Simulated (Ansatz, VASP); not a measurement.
One calculation of LiNb3P, two programs

```xyz
5
Lattice="3.3296 0.0000 0.0000 0.0000 3.3296 0.0000 0.0000 0.0000 7.7683" Properties=species:S:1:pos:R:3 pbc="T T T"
Li    0.0000    0.0000    0.0000
Nb    1.6648    1.6648    0.0000
Nb    1.6648    1.6648    2.5480
Nb    1.6648    1.6648    5.2203
P     0.0000    0.0000    3.8841
```

Alike in both runs: functional PBE; k mesh 6 × 6 × 2; occupations gaussian, width 0.1 eV; no spin polarisation.

Ansatz relaxed the structure, and its values are those at the end. VASP's run is a single point on that final structure, the one shown.

|  | VASP | Ansatz |
| --- | --- | --- |
| version | VASP 6.6.1 | Ansatz 0.2.0 |
| potentials or method | VASP PAW PBE potentials, release 64 (Li_sv, Nb_sv, P) | scalar-relativistic, plane waves, PAW |
| plane-wave cutoff (eV) | 520 | 420 |
| valence electrons in the cell | 47 | 47 |

|  | VASP | Ansatz | Ansatz less VASP |
| --- | --- | --- | --- |
| gap on the k mesh at the Fermi level (eV) | none | none | - |
| rms of the force components (eV/Å) | 0.003 | 0.005 | +0.0015 |

A gap of «none» marks a metal or a gap that the smearing closes. With one functional, cell and mesh, what is left measures potentials, basis and numerics.

Caveats: the k mesh is coarse (spacing up to 0.40 Å⁻¹), so the values aren't converged.
